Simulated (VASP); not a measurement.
Computed with PBEsol GGA, VASP's PBE PAW potentials (set 64) (plane waves; VASP).

VASP ran on this input.

**INCAR**
```
SYSTEM = Ru2W
PREC = Accurate
ENCUT = 300
EDIFF = 1E-6
NELM = 100
ALGO = Normal
LREAL = .FALSE.
LASPH = .TRUE.
ISMEAR = 0
SIGMA = 0.1
GGA = PS
LMAXMIX = 6
LWAVE = .FALSE.
LCHARG = .FALSE.
ISIF = 2
```

File KPOINTS:
```
Automatic mesh
0
Gamma
7 7 7
0 0 0
```

File POSCAR:
```
Ru2W
1
   -1.7227420000     1.7227420000     4.2164840000
    1.7227420000    -1.7227420000     4.2164840000
    1.7227420000     1.7227420000    -4.2164840000
W Ru
1 2
Direct
  0.0000000000   0.0000000000   0.0000000000
  0.3353000000   0.3353000000   0.0000000000
  0.6647000000   0.6647000000   0.0000000000
```

POTCAR, in this order: W_sv Ru_pv (PBE.64 set). Program: vasp_std.

The run wrote:

**OSZICAR**
```
       N       E                     dE             d eps       ncg     rms          rms(c)
DAV:   1     0.335805299548E+03    0.33581E+03   -0.18699E+04  2056   0.129E+03
DAV:   2    -0.229609434043E+02   -0.35877E+03   -0.35480E+03  2229   0.440E+02
DAV:   3    -0.343782969573E+02   -0.11417E+02   -0.11173E+02  2466   0.767E+01
DAV:   4    -0.345842998054E+02   -0.20600E+00   -0.20490E+00  2325   0.939E+00
DAV:   5    -0.345881339811E+02   -0.38342E-02   -0.38273E-02  2547   0.119E+00    0.209E+01
DAV:   6    -0.324863659483E+02    0.21018E+01   -0.55922E+00  2275   0.184E+01    0.566E+00
DAV:   7    -0.322594886075E+02    0.22688E+00   -0.97868E-01  2401   0.675E+00    0.103E+00
DAV:   8    -0.322445534891E+02    0.14935E-01   -0.22627E-02  2279   0.130E+00    0.336E-01
DAV:   9    -0.322450588664E+02   -0.50538E-03   -0.19353E-02  2568   0.716E-01    0.378E-01
DAV:  10    -0.322433041489E+02    0.17547E-02   -0.92099E-03  2641   0.455E-01    0.757E-02
DAV:  11    -0.322433188798E+02   -0.14731E-04   -0.13055E-04  2198   0.769E-02    0.111E-02
DAV:  12    -0.322433171122E+02    0.17677E-05   -0.80550E-06  2145   0.230E-02    0.660E-03
DAV:  13    -0.322433166367E+02    0.47544E-06   -0.33056E-07  1105   0.503E-03
   1 F= -.32243317E+02 E0= -.32225220E+02  d E =-.361933E-01
```

### OUTCAR
```
------------------------ aborting loop because EDIFF is reached ----------------------------------------
  FORCE on cell =-STRESS in cart. coord.  units (eV):
  Direction    XX          YY          ZZ          XY          YZ          ZX
  --------------------------------------------------------------------------------------
  Total      -10.9996447    -10.9996447     -8.1784965      0.0000000      0.0000000      0.0000000
  in kB     -352.0775283   -352.0775283   -261.7779877      0.0000000      0.0000000      0.0000000
  external PRESSURE =    -321.9776814 kB  Pullay stress =       0.0000000 kB
  volume of cell :       50.06
      direct lattice vectors                 reciprocal lattice vectors
    -1.722742000  1.722742000  4.216484000     0.000000000  0.290234986  0.118582212
     1.722742000 -1.722742000  4.216484000     0.290234986  0.000000000  0.118582212
     1.722742000  1.722742000 -4.216484000     0.290234986  0.290234986  0.000000000
 POSITION                                       TOTAL-FORCE (eV/Angst)
 -----------------------------------------------------------------------------------
      0.00000      0.00000      0.00000         0.000000      0.000000      0.000000
      0.00000      0.00000      2.82757        -0.000000     -0.000000      0.662580
      0.00000      0.00000      5.60539         0.000000      0.000000     -0.662580
 -----------------------------------------------------------------------------------
    total drift:                               -0.000000     -0.000000      0.000000
  FREE ENERGIE OF THE ION-ELECTRON SYSTEM (eV)
  ---------------------------------------------------
  free  energy   TOTEN  =       -32.2433166367 eV

  energy  without entropy=      -32.2071233768  energy(sigma->0) =      -32.22522001
```
(Selected blocks of OUTCAR.)

File OUTCAR:
```
 val. band max:        9.7761026795   @ k =   0.4286   0.4286  -0.0000

 cond. band min:       9.7983225063   @ k =   0.1429   0.0000  -0.0000


 Fermi energy:         9.7935737110

 k-point     1 :       0.0000    0.0000    0.0000
  band No.  band energies     occupation
      1     -64.6841      2.00000
      2     -32.8447      2.00000
      3     -32.7717      2.00000
      4     -32.7717      2.00000
      5     -32.6002      2.00000
      6     -32.6002      2.00000
      7     -32.5434      2.00000
      8     -28.7897      2.00000
      9     -28.7897      2.00000
     10     -28.6838      2.00000
     11       1.9893      2.00000
     12       6.0557      2.00000
     13       6.1695      2.00000
     14       6.7424      2.00000
     15       6.8336      2.00000
     16       6.8550      2.00000
     17       8.2973      2.00000
     18       8.2973      2.00000
     19       8.4729      2.00000
     20       8.4729      2.00000
     21       8.8268      2.00000
     22       9.7219      1.68900
     23       9.7219      1.68900
     24      10.0816      0.00005
     25      11.2947      0.00000

 k-point     2 :       0.1429    0.0000   -0.0000
  band No.  band energies     occupation
      1     -64.6837      2.00000
      2     -32.8490      2.00000
      3     -32.7841      2.00000
      4     -32.7629      2.00000
      5     -32.6063      2.00000
      6     -32.6032      2.00000
      7     -32.5372      2.00000
      8     -28.8049      2.00000
      9     -28.7910      2.00000
     10     -28.6828      2.00000
     11       2.3932      2.00000
     12       5.8053      2.00000
     13       6.2006      2.00000
     14       6.6418      2.00000
     15       6.9290      2.00000
     16       7.0551      2.00000
     17       7.6123      2.00000
     18       8.3313      2.00000
     19       8.3576      2.00000
     20       8.6446      2.00000
     21       8.9503      2.00000
     22       9.1613      2.00000
     23       9.7983      0.94646
...
```

At this cut-off the stress carries a Pulay error, which pulls relaxed volumes low. Unless said otherwise, spin-orbit coupling is left out, though it shifts the bands of the heavy elements here.

The structure was generated: Ru2W was put into an ordered model structure, which need not be its known phase. The cell was not relaxed at this level. The k-mesh is coarse (spacing up to 0.37 per Å, 2π included), so the numbers may not be converged in it. The run is one of a series of settings (GGA = PS against the base run), some of them coarse on purpose.
